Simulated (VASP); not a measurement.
Input for VASP

**INCAR**
```
SYSTEM=WSi2
PREC=Accurate; ENCUT=500; LREAL=.FALSE.
LASPH=.TRUE.
EDIFF=1E-6; NELM=100; ALGO=Normal
LMAXMIX=6
ISMEAR=1; SIGMA=0.1
GGA=PS
IBRION=2; NSW=40; ISIF=3
EDIFFG=-0.02; PSTRESS=100
LWAVE=.FALSE.; LCHARG=.FALSE.
```

File KPOINTS:
```
Automatic mesh
0
Gamma
14 14 14
0 0 0
```

**POSCAR**
```
WSi2
1
   -1.5794195266     1.5794195266     3.8663631373
    1.5794195266    -1.5794195266     3.8663631373
    1.5794195266     1.5794195266    -3.8663631373
Si W
2 1
Direct
  0.6660434716   0.6660434716   1.0000000000
  0.3339565284   0.3339565284   0.0000000000
  0.0000000000   0.0000000000   0.0000000000
```

POTCAR, in this order: Si W_sv (PBE.64 set). Program: vasp_std.

Q: Write an equivalent input for Ansatz.

A: One equivalent input (not run):
Ansatz 0.2 input:
```yaml
crystal:
  lattice:
    - [-1.5794195, 1.5794195, 3.8663631]
    - [1.5794195, -1.5794195, 3.8663631]
    - [1.5794195, 1.5794195, -3.8663631]
  atoms:
    - { symbol: Si, position: [0.6660435, 0.6660435, 1.0000000] }
    - { symbol: Si, position: [0.3339565, 0.3339565, 0.0000000] }
    - { symbol: W, position: [0.0000000, 0.0000000, 0.0000000] }
kpoints:
  mp_grid: { grid: [14, 14, 14] }
hamiltonian:
  xc: pbesol
  pseudopotentials: { kind: paw }
scf:
  occupations: { method: methfessel_paxton, width: 0.1 }
  max_iter: 100
relax:
  max_steps: 40
  f_tol: 0.02
  cell: { p_target: 10 }
output: { forces: true, stress: true, eigenvalues: true }
```
What does not carry over: each code has its own PAW files, so the cut-off isn't converted (ENCUT is set for VASP's; basis.ecutwfc is left out, and Ansatz then takes the one that its files recommend); Ansatz stops its SCF on the density residual and VASP on the energy change (EDIFF).

The compound is WSi2 in the MoSi2 type structure. It was relaxed first under an external pressure of 10 GPa.
